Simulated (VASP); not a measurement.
A convergence study with VASP on Rb (bcc): one setting is varied, all else stays as given below, so the limit is that of these other settings. Each run relaxes cell and ions from the cell shown. The basis is that of the starting cell, so low cut-offs carry a Pulay error.

```xyz
1
Lattice="-2.8250 2.8250 2.8250 2.8250 -2.8250 2.8250 2.8250 2.8250 -2.8250" Properties=species:S:1:pos:R:3 pbc="T T T"
Rb     0.0000     0.0000     0.0000
```

All values below come from PBE GGA, VASP's PBE PAW potentials (set 64) (plane waves; VASP). The tightest run used: 700 eV cut-off, 8×8×8 Γ-centred mesh, first-order Methfessel-Paxton smearing of 0.10 eV, potentials Rb_sv.

Q: The settings run are ENCUT = 150; ENCUT = 200; ENCUT = 250; ENCUT = 350; ENCUT = 400; ENCUT = 450; ENCUT = 500; ENCUT = 550; ENCUT = 600; ENCUT = 650; ENCUT = 700. From which on does the relaxed volume stay within 0.1 Å³/atom of the tightest run?

A: From ENCUT = 500 on: it is off by 0.005 there and by no more than 0.1 in any finer run, while ENCUT = 450 is off by 0.219.
```csv
setting,relaxed volume (Å³/atom),E (eV/atom),plane waves,difference judged (Å³/atom)
ENCUT = 150,74.779,-1.0324,385,16.538
ENCUT = 200,89.668,-0.9284,603,1.649
ENCUT = 250,88.700,-0.9282,856,2.617
ENCUT = 350,91.255,-0.9290,1409,0.062
ENCUT = 400,91.188,-0.9290,1664,0.129
ENCUT = 450,91.098,-0.9290,1974,0.219
ENCUT = 500,91.322,-0.9290,2326,0.005
ENCUT = 550,91.302,-0.9290,2659,0.015
ENCUT = 600,91.300,-0.9290,3043,0.017
ENCUT = 650,91.299,-0.9290,3412,0.018
ENCUT = 700,91.317,-0.9289,3830,0.000
```

Left out are rungs that failed or repeat a setting and relaxations that didn't move; long series are thinned to 24 rows.

The compound is Rb in the bcc structure.
